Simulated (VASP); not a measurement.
Input:

```
AuNb6Pt
1.0
    5.14618     0.00000     0.00000
    0.00000     5.14618     0.00000
    0.00000     0.00000     5.14618
Nb Pt Au
6 1 1
Direct
  0.00000   0.50000   0.75394
  0.00000   0.50000   0.24606
  0.75394   0.00000   0.50000
  0.24606   0.00000   0.50000
  0.50000   0.75394   0.00000
  0.50000   0.24606   0.00000
  0.00000   0.00000   0.00000
  0.50000   0.50000   0.50000
```

All values below come from PBEsol GGA, VASP's PBE PAW potentials (set 64) (plane waves; VASP). Settings: 300 eV cut-off, 5×5×5 Γ-centred mesh, Fermi-Dirac smearing of 0.050 eV, potentials Nb_sv Pt Au.

Task: Give the energies of bands 43 to 56 at the high-symmetry points, in eV from the Fermi level.

Result: 
| band | Γ | X | M | R | X1 |
|---|---|---|---|---|---|
| 43 | -2.43 | -2.18 | -1.36 | -1.14 | -2.18 |
| 44 | -1.98 | -2.18 | -1.26 | -1.14 | -2.18 |
| 45 | -1.98 | -0.64 | -1.13 | -1.14 | -0.64 |
| 46 | -1.84 | -0.59 | -1.12 | -1.07 | -0.59 |
| 47 | -1.11 | -0.53 | -1.09 | -1.07 | -0.53 |
| 48 | -1.11 | -0.51 | -0.27 | -1.07 | -0.51 |
| 49 | -1.11 | -0.48 | -0.25 | 0.68 | -0.48 |
| 50 | 0.16 | -0.44 | -0.03 | 0.68 | -0.44 |
| 51 | 0.16 | -0.24 | 0.92 | 0.68 | -0.24 |
| 52 | 0.38 | 0.07 | 1.01 | 0.99 | 0.07 |
| 53 | 0.38 | 0.33 | 1.07 | 0.99 | 0.33 |
| 54 | 0.38 | 0.61 | 1.30 | 0.99 | 0.61 |
| 55 | 2.32 | 2.03 | 1.33 | 1.41 | 2.03 |
| 56 | 2.32 | 2.06 | 1.43 | 1.41 | 2.06 |

It has no gap at this level: it comes out as a metal or semimetal.

The structure comes from a computed database's Nb6PtAu entry (Pm-3); how it stands against other phases isn't given here. The cell was not relaxed at this level. The electron count is odd and the run is not spin-polarised, which forces a metal.
